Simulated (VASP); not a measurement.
An input for Quantum ESPRESSO's pw.x (written as the equivalent of a VASP run, and not itself run):

```
&CONTROL
  calculation = 'vc-relax'
  pseudo_dir = './pseudo'
  outdir = './out'
  tprnfor = .true.
  tstress = .true.
  nstep = 60
  forc_conv_thr = 0.00078
/
&SYSTEM
  ibrav = 0
  nat = 4
  ntyp = 2
  ecutwfc = 84
  occupations = 'smearing'
  smearing = 'methfessel-paxton'
  degauss = 0.00735
  input_dft = 'vdw-df-ob86'
/
&ELECTRONS
  conv_thr = 7.3e-08
  electron_maxstep = 100
/
&IONS
/
&CELL
/
ATOMIC_SPECIES
  Ti 47.867 Ti.upf
  Pt 195.084 Pt.upf
CELL_PARAMETERS angstrom
     3.9267730   -0.0000000    0.0000000
     0.0000000    3.9267730    0.0000000
    -0.0000000   -0.0000000    3.9267730
ATOMIC_POSITIONS crystal
  Ti   0.0000000  0.0000000  0.0000000
  Pt   0.0000000  0.5000000  0.5000000
  Pt   0.5000000  0.0000000  0.5000000
  Pt   0.5000000  0.5000000  0.0000000
K_POINTS automatic
  7 7 7 0 0 0
```

Question: Write the VASP files for the same calculation (optB86b-vdW).

Answer: Several could match; the one computed here: 
### POSCAR
```
Pt3Ti
1
    3.9267730392    -0.0000000000     0.0000000000
    0.0000000000     3.9267730392     0.0000000000
   -0.0000000000    -0.0000000000     3.9267730392
Ti Pt
1 3
Direct
  0.0000000000   0.0000000000   0.0000000000
  0.0000000000   0.5000000000   0.5000000000
  0.5000000000   0.0000000000   0.5000000000
  0.5000000000   0.5000000000   0.0000000000
```

**KPOINTS**
```
Automatic mesh
0
Gamma
7 7 7
0 0 0
```

**INCAR**
```
SYSTEM = Pt3Ti
PREC = Accurate
ENCUT = 520
EDIFF = 1E-6
NELM = 100
ALGO = Normal
LREAL = .FALSE.
LASPH = .TRUE.
ISMEAR = 1
SIGMA = 0.1
GGA = MK
PARAM1 = 0.1234
PARAM2 = 1.0
LUSE_VDW = .TRUE.
AGGAC = 0.0
LMAXMIX = 6
LWAVE = .FALSE.
LCHARG = .FALSE.
IBRION = 2
ISIF = 3
NSW = 60
EDIFFG = -0.02
```

POTCAR, in this order: Ti_sv Pt (PBE.64 set). Program: vasp_std.

Limits of the translation: the potentials are each code's own (VASP's PAW set, PseudoDojo norm-conserving files in pw.x), so ENCUT and ecutwfc are chosen apart and not converted; conv_thr bounds pw.x's estimated SCF error, while EDIFF bounds the energy change between steps; forc_conv_thr acts on force components and is met together with etot_conv_thr.

The compound is Pt3Ti in the L1_2 structure. It was relaxed first. The start is the result of an earlier pass.
